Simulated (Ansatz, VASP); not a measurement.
# Ti9Al44O84 (glassy 29TiO2-71Al2O3 (mol %)): VASP beside Ansatz

One calculation is typed for both programs; each brings its own data sets. How far apart do they land? Of the first pair: The structure shown is the start of the Ansatz relaxation below; VASP solves that cell, so the two are compared at the walk's first step.

Program: Ansatz 0.2.0. Level of theory: plane waves, with VASP 6.6.1 beside it; single point at LDA. Results are calculated unless marked as measured.

**1. Set-up**

The cell holds 137 atoms: 9 Ti, 44 Al and 84 O. Cell: a = 11.472 Å, b = 11.213 Å, c = 11.683 Å, α = 90.1°, β = 89.2°, γ = 88.9°. As first built, before any earlier steps moved the atoms (in the runner's words): 137 atoms (9 Ti, 44 Al, 84 O) placed at random at 3.12 g/cm^3, melted at 4000 K for 10 ps at fixed volume with the Morse and Coulomb pair potential with partial charges (Pedone, Malavasi, Menziani, Cormack and Segre, J. Phys. Chem. B 110, 11780 (2006)). Quenched from 4000 K to 300 K at 300 K/ps and fixed volume, held 10 ps at zero pressure.

**2. Ansatz: relaxation, LDA**

Ansatz runs on its default PAW (the set named soft_2) files.

The two programs are compared at the cell with which this relaxation starts, whose forces are those of its first step.

Contents of input.yaml:

```yaml
crystal:
  lattice:
    - [11.4715, 0.10887, 0.08371]
    - [0.10996, 11.21289, -0.00613]
    - [0.08455, -0.00613, 11.68259]
  atoms:
    - { symbol: Ti, position: [0.4492, 0.79047, 0.40679] }
    - { symbol: Ti, position: [0.33634, 0.5177, 0.8287] }
    - { symbol: Ti, position: [0.14561, 0.75921, 0.4398] }
    - { symbol: Ti, position: [0.79391, 0.42122, 0.55789] }
    - { symbol: Ti, position: [0.26045, 0.35124, 0.06346] }
    - { symbol: Ti, position: [0.82403, 0.72254, 0.51913] }
    - { symbol: Ti, position: [0.34419, 0.11076, 0.17314] }
    - { symbol: Ti, position: [0.45779, 0.50621, 0.33753] }
    - { symbol: Ti, position: [0.00797, 0.94897, 0.21361] }
    - { symbol: Al, position: [0.42059, 0.61295, 0.05536] }
    - { symbol: Al, position: [0.986, 0.17401, 0.61983] }
    - { symbol: Al, position: [0.81197, 0.58154, 0.19956] }
    - { symbol: Al, position: [0.92585, 0.52598, 0.78143] }
    - { symbol: Al, position: [0.73662, 0.05888, 0.16295] }
    - { symbol: Al, position: [0.729, 0.73937, 0.78957] }
    - { symbol: Al, position: [0.14524, 0.73644, 0.92699] }
    - { symbol: Al, position: [0.60702, 0.46984, 0.12981] }
    - { symbol: Al, position: [0.73893, 0.50886, 0.93665] }
    - { symbol: Al, position: [0.20632, 0.572, 0.22127] }
    - { symbol: Al, position: [0.74917, 0.96113, 0.93712] }
    - { symbol: Al, position: [0.65734, 0.75018, 0.0492] }
    - { symbol: Al, position: [0.61193, 0.13526, 0.60842] }
    - { symbol: Al, position: [0.50905, 0.96061, 0.0528] }
    - { symbol: Al, position: [0.65013, 0.98164, 0.42273] }
    - { symbol: Al, position: [0.44262, 0.78623, 0.89001] }
    - { symbol: Al, position: [0.35336, 0.74661, 0.64494] }
    - { symbol: Al, position: [0.24613, 0.92737, 0.82494] }
    - { symbol: Al, position: [0.51658, 0.29966, 0.46691] }
    - { symbol: Al, position: [0.00155, 0.52566, 0.05609] }
    - { symbol: Al, position: [0.1513, 0.04839, 0.39733] }
[... 101 atom lines left out ...]
    - { symbol: O, position: [0.42052, 0.63436, 0.90382] }
    - { symbol: O, position: [0.00343, 0.6151, 0.69561] }
    - { symbol: O, position: [0.14758, 0.36318, 0.50784] }
    - { symbol: O, position: [0.57644, 0.77133, 0.77653] }
    - { symbol: O, position: [0.31755, 0.07181, 0.85206] }
    - { symbol: O, position: [0.36947, 0.29355, 0.16341] }
kpoints:
  mp_grid: { grid: [1, 1, 1] }
hamiltonian:
  xc: lda
scf:
  occupations: { method: fixed }
output:
  forces: true
  eigenvalues: true
  stress: true
relax:
  f_tol: 0.05
  max_steps: 70
```

Started as:

```
> ansatz run input.yaml --threads 4 --pin off --max-ram 8192MiB --backend cpu --events-out ev --progress --plain --runs-dir out
```

Numbers of over 12 decimals in the logs are rounded to 6 here.

The program printed:

```text
Warning: output.stress: scf.convergence.dr2_threshold = 1e-7 eV (the SCF's general default) is looser than the 1.08e-8 eV advised for a printed stress (1e-10 eV for each atom of the cell: 137, of which 108 are counted). What an SCF threshold leaves in a stress goes as its square root, and in the free energy as the threshold itself, and one threshold admits the most on a small cell: [figures from the program's tests c [...]
Engine: ansatz 0.2.0, aarch64-unknown-linux-gnu
Pseudopotentials: kind: paw
Pseudopotential: Ti, paw, valence charge 12, recommended cutoff 420 eV (normal), Ti.paw.azcp
Pseudopotential: Al, paw, valence charge 3, recommended cutoff 420 eV (normal), Al.paw.azcp
Pseudopotential: O, paw, valence charge 6, recommended cutoff 420 eV (normal), O.paw.azcp
Functional definition: SPW92
  exchange = slater_x
  correlation = pw_c
Crystal: 137 atoms, lattice volume = 1502.496 Å³
Basis set: ecut = 420 eV, 29373 PW (Γ)
Bands: 509, of which v1, the nominal top of the filled ones, is band 372 counted from 1 (371 counted from 0)
Symmetry: 1 space group operations
Space group: P1 (ITA 1), of the structure as read, at distance tolerance 1.1e-4 Å
k-points: 1
Non-local potential: Ti, projectors of the file, l = 0: 3, l = 1: 2, l = 2: 3, l = 3: 1
Non-local potential: Al, projectors of the file, l = 0: 2, l = 1: 2, l = 2: 1
Non-local potential: O, projectors of the file, l = 0: 2, l = 1: 2, l = 2: 1
PAW form: soft (Blöchl's): semilocal exchange-correlation on the pseudo side does not see the compensation charge
PAW frozen core: Ti, regenerated for the run's functional, and the local potential with it (the file was generated under x = pbe(κ = 0.804, μ = 0.219515), c = pbe(β = 0.066725))
PAW frozen core: Al, regenerated for the run's functional, and the local potential with it (the file was generated under x = pbe(κ = 0.804, μ = 0.219515), c = pbe(β = 0.066725))
PAW frozen core: O, regenerated for the run's functional, and the local potential with it (the file was generated under x = pbe(κ = 0.804, μ = 0.219515), c = pbe(β = 0.066725))
PAW one-centre angular grid: Ti, 590 points (default); XC on 64 Gauss nodes
PAW one-centre angular grid: Al, 110 points (default); XC on 64 Gauss nodes
PAW one-centre angular grid: O, 110 points (default); XC on 64 Gauss nodes
Initial density: superposition of atomic densities (neutral atoms: chi_scale 0, normalization atom), corrected by the library's trained network
Initial wavefunctions: pseudopotential atomic-orbital guess
Functional: x = slater, c = lda
SCF iter   1: F=—  HF=-91453.793118 eV  |F-HF|=—  |Δ(HF+E_count)|=         —  Δρ=1.62e-2  dr2=3.78e0  ethr=1.77e-3  ⟨swp⟩=5.0  Hψ=1796  notcnv=0  defer=132
preconditioner: auto → Resta (q_TF=auto, 2.427 Å⁻¹)  ε∞=4.3  [insulator: Δε(μ)=2.698 eV  Ē_g=13.589 eV  n_scr=364 (ndim 8)  ℏωp=24.8 eV  f_vac=0.059  ε∞_Penn≈4.3]
SCF iter   2: F=—  HF=-91452.919475 eV  |F-HF|=—  |Δ(HF+E_count)|=   8.74e-1  Δρ=7.10e-3  dr2=6.49e-1  ethr=5.08e-4  ⟨swp⟩=2.0  Hψ=795  notcnv=0  defer=132
SCF iter   3: F=—  HF=-91452.807728 eV  |F-HF|=—  |Δ(HF+E_count)|=   1.12e-1  Δρ=2.87e-3  dr2=1.17e-1  ethr=8.72e-5  ⟨swp⟩=3.0  Hψ=759  notcnv=0  defer=135
SCF iter   4: F=—  HF=-91452.784757 eV  |F-HF|=—  |Δ(HF+E_count)|=   2.30e-2  Δρ=1.28e-3  dr2=2.48e-2  ethr=1.57e-5  ⟨swp⟩=2.0  Hψ=647  notcnv=0  defer=135
SCF iter   5: F=—  HF=-91452.777342 eV  |F-HF|=—  |Δ(HF+E_count)|=   7.42e-3  Δρ=5.02e-4  dr2=4.59e-3  ethr=3.33e-6  ⟨swp⟩=2.0  Hψ=768  notcnv=0  defer=135
SCF iter   6: F=—  HF=-91452.776487 eV  |F-HF|=—  |Δ(HF+E_count)|=   8.55e-4  Δρ=1.70e-4  dr2=5.74e-4  ethr=6.17e-7  ⟨swp⟩=2.0  Hψ=745  notcnv=0  defer=135
SCF iter   7: F=—  HF=-91452.776421 eV  |F-HF|=—  |Δ(HF+E_count)|=   6.57e-5  Δρ=8.63e-5  dr2=1.43e-4  ethr=7.71e-8  ⟨swp⟩=2.0  Hψ=728  notcnv=0  defer=135
SCF iter   8: F=-91452.776382 eV  HF=-91452.776409 eV  |F-HF|=2.76e-5  |Δ(HF+E_count)|=   1.20e-5  Δρ=4.69e-5  dr2=3.89e-5  ethr=8.40e-9  ⟨swp⟩=16.0  Hψ=3172  notcnv=0
[...]
- { symbol: Al, position: [0.414545, 0.160209, 0.751420] }
    - { symbol: Al, position: [0.243492, 0.341286, 0.387285] }
    - { symbol: Al, position: [0.554674, 0.930533, 0.767666] }
    - { symbol: Al, position: [0.212379, 0.152830, 0.929402] }
    - { symbol: Al, position: [0.151182, 0.607503, 0.690515] }
    - { symbol: Al, position: [0.745937, 0.320406, 0.307151] }
    - { symbol: Al, position: [0.532739, 0.244508, 0.195955] }
    - { symbol: Al, position: [0.010907, 0.230460, 0.221861] }
    - { symbol: Al, position: [0.040174, 0.299031, 0.874711] }
    - { symbol: Al, position: [0.187701, 0.330202, 0.649616] }
    - { symbol: Al, position: [0.585170, 0.330464, 0.750882] }
    - { symbol: Al, position: [0.775153, 0.808104, 0.295484] }
    - { symbol: Al, position: [0.599872, 0.212452, 0.975142] }
    - { symbol: Al, position: [0.797419, 0.967879, 0.673607] }
    - { symbol: Al, position: [0.968555, 0.597652, 0.360010] }
    - { symbol: Al, position: [0.409703, 0.088498, 0.405702] }
    - { symbol: Al, position: [0.020856, 0.993154, 0.811831] }
    - { symbol: Al, position: [0.272637, 0.834777, 0.112191] }
    - { symbol: Al, position: [0.497578, 0.499558, 0.634700] }
    - { symbol: Al, position: [0.000541212, 0.335292, 0.426440] }
    - { symbol: Al, position: [0.917339, 0.129010, 0.994486] }
    - { symbol: Al, position: [0.223681, 0.080549, 0.609791] }
    - { symbol: Al, position: [0.799439, 0.292836, 0.790306] }
    - { symbol: O, position: [0.509377, 0.261537, 0.627239] }
    - { symbol: O, position: [0.721630, 0.967782, 0.287220] }
    - { symbol: O, position: [0.101065, 0.123656, 0.525322] }
    - { symbol: O, position: [0.789261, 0.596439, 0.820733] }
    - { symbol: O, position: [0.288103, 0.208226, 0.671538] }
    - { symbol: O, position: [0.159073, 0.996191, 0.714166] }
    - { symbol: O, position: [0.728617, 0.719079, 0.175170] }
    - { symbol: O, position: [0.897259, 0.290368, 0.308342] }
    - { symbol: O, position: [0.535242, 0.356552, 0.311718] }
    - { symbol: O, position: [0.294894, 0.769499, 0.377399] }
    - { symbol: O, position: [0.209015, 0.715049, 0.591022] }
    - { symbol: O, position: [0.376629, 0.946655, 0.133946] }
    - { symbol: O, position: [0.459101, 0.786629, 0.552888] }
    - { symbol: O, position: [0.501164, 0.045123, 0.682653] }
    - { symbol: O, position: [0.294747, 0.479487, 0.319687] }
    - { symbol: O, position: [0.697384, 0.343065, 0.455179] }
    - { symbol: O, position: [0.742854, 0.796970, 0.929559] }
    - { symbol: O, position: [0.100533, 0.865708, 0.859222] }
    - { symbol: O, position: [0.823198, 0.655746, 0.347447] }
    - { symbol: O, position: [0.929033, 0.473536, 0.450034] }
    - { symbol: O, position: [0.466560, 0.456823, 0.493808] }
    - { symbol: O, position: [0.962004, 0.544523, 0.212206] }
    - { symbol: O, position: [0.508280, 0.120398, 0.065855] }
    - { symbol: O, position: [0.103284, 0.901244, 0.395066] }
[...]
- { symbol: O, position: [0.264904, 0.084710, 0.300265] }
    - { symbol: O, position: [0.072300, 0.111258, 0.903241] }
    - { symbol: O, position: [0.420939, 0.634997, 0.904671] }
    - { symbol: O, position: [0.00518053, 0.612748, 0.696264] }
    - { symbol: O, position: [0.147832, 0.363186, 0.508432] }
    - { symbol: O, position: [0.577037, 0.772901, 0.775997] }
    - { symbol: O, position: [0.316305, 0.072267, 0.852543] }
    - { symbol: O, position: [0.369690, 0.292906, 0.161697] }
```

Reading the cycles: dr2 is the Hartree energy of the density residual (eV), the measure of convergence; HF is the Harris–Foulkes estimate of the energy, which meets the free energy F at convergence.

**3. VASP: single point, LDA, start cell, pair 1**

The same cell, functional (in two slightly different forms) and mesh now go to VASP, with its own data sets.

Lines of VASP's logs that name or quote its potential files are left out, and so is its time.

Contents of INCAR:

```
SYSTEM = Ti9Al44O84
PREC = Accurate
ENCUT = 520
EDIFF = 1E-06
NELM = 120
ISMEAR = 0
SIGMA = 0.01
LREAL = Auto
ALGO = Normal
GGA = CA
NBANDS = 467
LASPH = .TRUE.
LORBIT = 11
LWAVE = .FALSE.
LCHARG = .FALSE.
ISIF = 2
GGA_COMPAT = .FALSE.
EFERMI = MIDGAP
```

Contents of POSCAR:

```
Ti9Al44O84
1.0
   11.4715000000      0.1088700000      0.0837100000
    0.1099600000     11.2128900000     -0.0061300000
    0.0845500000     -0.0061300000     11.6825900000
Ti Al O
9 44 84
Direct
    0.4491989363      0.7904732255      0.4067884911
    0.3363384869      0.5177044221      0.8286962594
    0.1456071480      0.7592104893      0.4397967562
    0.7939077661      0.4212194305      0.5578920476
    0.2604465076      0.3512416678      0.0634577721
    0.8240297447      0.7225407661      0.5191271495
    0.3441904759      0.1107644286      0.1731436951
    0.4577866679      0.5062057865      0.3375263293
    0.0079666870      0.9489740926      0.2136127622
    0.4205918350      0.6129507669      0.0553601253
    0.9859965285      0.1740099226      0.6198307834
    0.8119671473      0.5815382518      0.1995614893
    0.9258504124      0.5259832950      0.7814295751
    0.7366210263      0.0588789298      0.1629517412
    0.7290015122      0.7393699271      0.7895687190
    0.1452419895      0.7364443921      0.9269910351
    0.6070226353      0.4698440105      0.1298142175
    0.7389314578      0.5088602652      0.9366470415
    0.2063194948      0.5720019011      0.2212724547
    0.7491679685      0.9611333585      0.9371191574
    0.6573378286      0.7501756658      0.0491990926
    0.6119326579      0.1352558080      0.6084185301
    0.5090534753      0.9606089983      0.0528029886
    0.6501257056      0.9816391810      0.4227312116
    0.4426183052      0.7862262031      0.8900139428
    0.3533602947      0.7466124399      0.6449423410
    0.2461297783      0.9273666965      0.8249438895
    0.5165821944      0.2996570770      0.4669079205
    0.0015478207      0.5256606753      0.0560913917
    0.1513041150      0.0483874494      0.3973289269
[... 101 atom lines left out ...]
    0.4205228687      0.6343554701      0.9038224084
    0.0034302121      0.6151037440      0.6956063204
    0.1475767315      0.3631843685      0.5078388159
    0.5764398152      0.7713268499      0.7765293875
    0.3175489360      0.0718058922      0.8520591880
    0.3694725592      0.2935529766      0.1634116178
```

Contents of KPOINTS:

```
Automatic mesh
0
Gamma
1 1 1
0 0 0
```

PAW data sets: Ti_sv, Al and O (LDA family, release 64).

Started as:

```
> export OMP_NUM_THREADS=3
> mpirun -np 1 vasp_gam
```

The program printed:

```text
[banner, memory and clock lines left out]
running    1 mpi-ranks, on    1 nodes
[...]
Offloading initialized ...    1 GPUs detected
[...]
LDA part: xc-table for (Slater(with rela. corr.)+CA(PZ))
 , standard interpolation
 POSCAR, INCAR and KPOINTS ok, starting setup
[...]
entering main loop
       N       E                     dE             d eps       ncg     rms          rms(c)
DAV:   1     0.897056618368E+04    0.89706E+04   -0.42576E+05   942   0.169E+03
DAV:   2    -0.228470525718E+02   -0.89934E+04   -0.84921E+04  1078   0.455E+02
DAV:   3    -0.126145963895E+04   -0.12386E+04   -0.12193E+04  1073   0.182E+02
DAV:   4    -0.133852070887E+04   -0.77061E+02   -0.76772E+02  1324   0.459E+01
[...]
DAV:  18    -0.114564614709E+04    0.33815E-05   -0.25672E-05  1356   0.151E-02    0.109E-02
DAV:  19    -0.114564614581E+04    0.12770E-05   -0.13881E-05  1356   0.104E-02    0.665E-03
DAV:  20    -0.114564614507E+04    0.74718E-06   -0.28869E-06   804   0.470E-03
   1 F= -.11456461E+04 E0= -.11456461E+04  d E =0.000000E+00
```

Parts of OUTCAR (step 3):

```text
  Total      -23.9269086     -1.5607922     -1.6873620      0.9358836     -0.3110061     -0.1495243
  in kB      -25.5143074     -1.6643409     -1.7993077      0.9979735     -0.3316393     -0.1594443
  external PRESSURE =      -9.6593187 kB  Pullay stress =       0.0000000 kB

 POSITION                                       TOTAL-FORCE (eV/Angst)
[...]
10.74530      5.41460      5.34190        -0.033960      0.021846      0.041572
      5.43780      5.16310      5.80670         0.034771     -0.010255     -0.005198
     11.12340      6.21500      2.56880        -0.158454      0.022713     -0.046483
      5.83120      1.41760      0.79950         0.078929      0.060468     -0.007864
      1.29870     10.12080      4.56120        -0.019429      0.049766     -0.055095
     10.68520      9.44770      3.10050        -0.209837     -0.049513      0.077908
      8.25050      0.31320      6.60570        -0.084835      0.037548     -0.019808
      8.93970      6.66470      6.62850        -0.048176     -0.125178      0.061318
     10.25610      0.54530      1.57410        -0.120639      0.024378      0.059084
      8.18310     11.03460      9.29370        -0.095484     -0.045137     -0.025167
      8.04140      4.20640     10.28800         0.015647     -0.057423     -0.002177
      2.64570      5.24970      8.28660         0.072532      0.064333      0.028934
      5.89760     10.60150      4.52930         0.128419      0.076946      0.038045
      7.23840      6.54900      0.25700         0.139758      0.032826     -0.046987
[...]
-----------------------------------------------------------------------------------
    total drift:                               -0.005074     -0.020872      0.015506

  FREE ENERGIE OF THE ION-ELECTRON SYSTEM (eV)
  ---------------------------------------------------
  free  energy   TOTEN  =     -1145.6461450664 eV

  energy  without entropy=    -1145.6461450664  energy(sigma->0) =    -1145.64614507

[... 3 further parts left out ...]
[key lines of the parts left out:]
E-fermi :   4.9204
```

The run ends at a pressure of -0.97 GPa, with forces up to 0.40 eV/Å.

**4. Comparison**

Known differences besides the potentials themselves: the two LDA forms differ slightly; fixed occupations in Ansatz, narrow Gaussian smearing in VASP; the cutoff is 420 eV in Ansatz and 520 eV in VASP (PREC = Accurate, projectors in real space); VASP's log shows a relativistic correction to its local exchange, Ansatz's none. Total energies have different zeros and are not compared.

Forces on 9 of the 137 atoms, those with the largest forces and the largest differences (eV/Å; atoms numbered as in POSCAR):

```
atom          Ansatz x, y, z            VASP x, y, z
 Ti1  -0.365, -0.015, -0.068   -0.318, 0.000, -0.235
 Ti6   0.173, -0.006, -0.143    0.220, 0.156, -0.142
 Ti8   -0.219, 0.006, -0.069  -0.259, -0.061, -0.090
Al34  -0.230, -0.102, -0.142  -0.212, -0.115, -0.161
Al35   -0.310, -0.002, 0.070    -0.254, 0.001, 0.009
Al48    -0.181, 0.166, 0.061    -0.152, 0.136, 0.098
 O66   -0.149, -0.060, 0.077   -0.050, -0.029, 0.224
 O78    -0.131, 0.114, 0.022   -0.210, -0.050, 0.078
O133    0.333, -0.088, 0.079    0.288, -0.006, 0.001
```

The forces differ by 40 meV/Å r.m.s., which is 53.5 % of the r.m.s. force of 0.075 eV/Å (both taken over all components).

**5. Ansatz: relaxation, LDA**

This run makes the geometry at which the two programs are then compared.

The structure compared here is the end of the Ansatz relaxation.

input.yaml is that of step 2.

Started as:

```
> ansatz run input.yaml --threads 4 --pin off --max-ram 8192MiB --backend cpu --events-out ev --progress --plain --runs-dir out
```

The program printed:

```text
[...]
Crystal: 137 atoms, lattice volume = 1502.496 Å³
Basis set: ecut = 420 eV, 29373 PW (Γ)
Bands: 509, of which v1, the nominal top of the filled ones, is band 372 counted from 1 (371 counted from 0)
Symmetry: 1 space group operations
[...]
k-points: 1
[...]
SCF iter   1: F=—  HF=-91453.793118 eV  |F-HF|=—  |Δ(HF+E_count)|=         —  Δρ=1.62e-2  dr2=3.78e0  ethr=1.77e-3  ⟨swp⟩=5.0  Hψ=1796  notcnv=0  defer=132
[...]
- { symbol: O, position: [0.721630, 0.967782, 0.287220] }
    - { symbol: O, position: [0.101065, 0.123656, 0.525322] }
    - { symbol: O, position: [0.789261, 0.596439, 0.820733] }
    - { symbol: O, position: [0.288103, 0.208226, 0.671538] }
    - { symbol: O, position: [0.159073, 0.996191, 0.714166] }
    - { symbol: O, position: [0.728617, 0.719079, 0.175170] }
    - { symbol: O, position: [0.897259, 0.290368, 0.308342] }
[...]
- { symbol: O, position: [0.147832, 0.363186, 0.508432] }
    - { symbol: O, position: [0.577037, 0.772901, 0.775997] }
    - { symbol: O, position: [0.316305, 0.072267, 0.852543] }
    - { symbol: O, position: [0.369690, 0.292906, 0.161697] }
```

(Continued in part 2 of 2.)

[Lines on the potential files, build, host, timing and source positions are cut from VASP's logs without a mark.]

[Logs are printed without paths, hosts, clocks, repeated set-up lines and the standing remarks that a program may print on its own settings, such as how far it seeks lower states.]

[Hosts, paths, dates, database ids (printed as entryN), source tags and the programs' standing remarks are cut or masked in the printed files.]
